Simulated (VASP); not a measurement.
OSZICAR of a VASP run on Cd$_{3}$ZnS$_{4}$ (ordered alloy cell):

### OSZICAR
```
       N       E                     dE             d eps       ncg     rms          rms(c)
DAV:   1     0.519023194961E+03    0.51902E+03   -0.29762E+04  4988   0.137E+03
DAV:   2     0.180277143133E+02   -0.50100E+03   -0.48769E+03  5339   0.370E+02
DAV:   3    -0.285622379640E+02   -0.46590E+02   -0.46252E+02  5629   0.115E+02
DAV:   4    -0.298173920766E+02   -0.12552E+01   -0.12509E+01  5912   0.191E+01
DAV:   5    -0.298398016506E+02   -0.22410E-01   -0.22395E-01  5895   0.257E+00    0.161E+01
DAV:   6    -0.279068552239E+02    0.19329E+01   -0.43759E+00  6529   0.305E+01    0.122E+01
DAV:   7    -0.279695978859E+02   -0.62743E-01   -0.34982E+00  5469   0.955E+00    0.532E+00
DAV:   8    -0.279156877379E+02    0.53910E-01   -0.64709E-01  5879   0.673E+00    0.104E+00
DAV:   9    -0.279096387443E+02    0.60490E-02   -0.52064E-02  5493   0.230E+00    0.276E-01
DAV:  10    -0.279101593072E+02   -0.52056E-03   -0.80280E-03  5834   0.626E-01    0.185E-01
DAV:  11    -0.279101028256E+02    0.56482E-04   -0.10539E-03  5845   0.289E-01    0.118E-01
DAV:  12    -0.279102213808E+02   -0.11856E-03   -0.30001E-04  5405   0.725E-02    0.620E-02
DAV:  13    -0.279102247841E+02   -0.34033E-05   -0.29102E-05  6064   0.474E-02    0.264E-02
DAV:  14    -0.279102290360E+02   -0.42519E-05   -0.85636E-06  5575   0.186E-02    0.123E-02
DAV:  15    -0.279102273596E+02    0.16764E-05   -0.46372E-06  6304   0.208E-02    0.541E-03
DAV:  16    -0.279102274607E+02   -0.10110E-06   -0.18369E-06  5527   0.686E-03    0.230E-03
DAV:  17    -0.279102274212E+02    0.39467E-07   -0.10662E-07  3033   0.253E-03
   1 F= -.27910227E+02 E0= -.27910227E+02  d E =0.000000E+00
```

### Question
Which electronic solver shows in the log?

### Answer
It is blocked Davidson (ALGO = Normal, or the opening steps of other solvers). The INCAR had ALGO = Normal.

### Question
Can the final energy be trusted as converged?

### Answer
The run converged. It stopped with EDIFF = 1E-7, NELM = 100 (PBEsol GGA, plane waves, VASP's PBE PAW potentials (set 64)).

The structure was generated: Cd3ZnS4 was put into an ordered model structure (Pm), which need not be its known phase. It was relaxed first.
